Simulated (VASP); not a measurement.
An input for Quantum ESPRESSO's pw.x (written as the equivalent of a VASP run, and not itself run):

```
&CONTROL
  calculation = 'scf'
  pseudo_dir = './pseudo'
  outdir = './out'
  tprnfor = .true.
  tstress = .true.
/
&SYSTEM
  ibrav = 0
  nat = 2
  ntyp = 2
  ecutwfc = 84
  occupations = 'smearing'
  smearing = 'gaussian'
  degauss = 0.003675
  input_dft = 'vdw-df-cx'
/
&ELECTRONS
  conv_thr = 7.3e-09
  electron_maxstep = 100
/
ATOMIC_SPECIES
  K 39.098 K.upf
  F 18.998 F.upf
CELL_PARAMETERS angstrom
     0.0000000    2.6750000    2.6750000
     2.6750000    0.0000000    2.6750000
     2.6750000    2.6750000    0.0000000
ATOMIC_POSITIONS crystal
  K    0.0000000  0.0000000  0.0000000
  F    0.5000000  0.5000000  0.5000000
K_POINTS automatic
  9 9 9 0 0 0
```

Translate this input to VASP (INCAR, KPOINTS, POSCAR, choice of POTCAR).

This is not unique; one that fits is 
**INCAR**
```
# general
SYSTEM  =KF
PREC    =Accurate
ENCUT   =520   # plane-wave cut-off (eV)
LREAL   =.FALSE.
LASPH   =.TRUE.   # aspherical one-centre terms

# electronic loop
EDIFF   =1E-7   # SCF stop (eV)
NELM    =100   # most electronic steps
ALGO    =Normal   # blocked Davidson

# smearing
ISMEAR  =0   # Gaussian
SIGMA   =0.05

# functional
GGA     =CX
LUSE_VDW=.TRUE.
AGGAC   =0.0

# ions
ISIF    =2   # forces and stress, cell fixed

# output
LWAVE   =.FALSE.
LCHARG  =.FALSE.
```

KPOINTS:
```
Automatic mesh
0
Gamma
9 9 9
0 0 0
```

POSCAR:
```
KF
1
    0.0000000000     2.6750000000     2.6750000000
    2.6750000000     0.0000000000     2.6750000000
    2.6750000000     2.6750000000     0.0000000000
K F
1 1
Direct
  0.0000000000   0.0000000000   0.0000000000
  0.5000000000   0.5000000000   0.5000000000
```

POTCAR, in this order: K_sv F (PBE.64 set). Program: vasp_std.

The two are equivalent in intent, not identical: the potentials are each code's own (VASP's PAW set, PseudoDojo norm-conserving files in pw.x), so ENCUT and ecutwfc are chosen apart and not converted; conv_thr bounds pw.x's estimated SCF error, while EDIFF bounds the energy change between steps.

The compound is KF in the rock salt structure. The cell was not relaxed at this level.
